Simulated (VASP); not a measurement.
An input for Quantum ESPRESSO's pw.x (written as the equivalent of a VASP run, and not itself run):

```
&CONTROL
  calculation = 'scf'
  pseudo_dir = './pseudo'
  outdir = './out'
  tprnfor = .true.
  tstress = .true.
/
&SYSTEM
  ibrav = 0
  nat = 3
  ntyp = 2
  ecutwfc = 74
  occupations = 'smearing'
  smearing = 'gaussian'
  degauss = 0.003675
  input_dft = 'pw91'
/
&ELECTRONS
  conv_thr = 7.3e-09
  electron_maxstep = 100
/
ATOMIC_SPECIES
  K 39.098 K.upf
  S 32.060 S.upf
CELL_PARAMETERS angstrom
     0.0000000    3.7617484    3.7617484
     3.7617484    0.0000000    3.7617484
     3.7617484    3.7617484    0.0000000
ATOMIC_POSITIONS crystal
  K    0.2500000  0.2500000  0.2500000
  K    0.7500000  0.7500000  0.7500000
  S    0.0000000  1.0000000  0.0000000
K_POINTS automatic
  5 5 5 0 0 0
```

**Question.** Write the VASP files for the same calculation (PW91).

**Answer.** One answer among several that fit: 
### INCAR
```
SYSTEM = K2S
PREC = Accurate
ENCUT = 520
EDIFF = 1E-7
NELM = 100
ALGO = Normal
LREAL = .FALSE.
LASPH = .TRUE.
ISMEAR = 0
SIGMA = 0.05
GGA = 91
LWAVE = .FALSE.
LCHARG = .FALSE.
ISIF = 2
```

KPOINTS:
```
Regular mesh
0
G
5 5 5
```

File POSCAR:
```
K2S
7.5234970
  0.0000000000   0.4999999814   0.4999999814
  0.4999999814   0.0000000000   0.4999999814
  0.4999999814   0.4999999814   0.0000000000
K S
2 1
Direct
  0.2500000000   0.2500000000   0.2500000000
  0.7500000000   0.7500000000   0.7500000000
  0.0000000000   1.0000000000   0.0000000000
```

POTCAR, in this order: K_sv S (PBE.64 set). Program: vasp_std.

The two are equivalent in intent, not identical: the potentials are each code's own (VASP's PAW set, PseudoDojo norm-conserving files in pw.x), so ENCUT and ecutwfc are chosen apart and not converted; conv_thr bounds pw.x's estimated SCF error, while EDIFF bounds the energy change between steps.

The compound is K2S in the antifluorite structure. This cell is one point of a volume scan, at 1.03 of the reference volume.
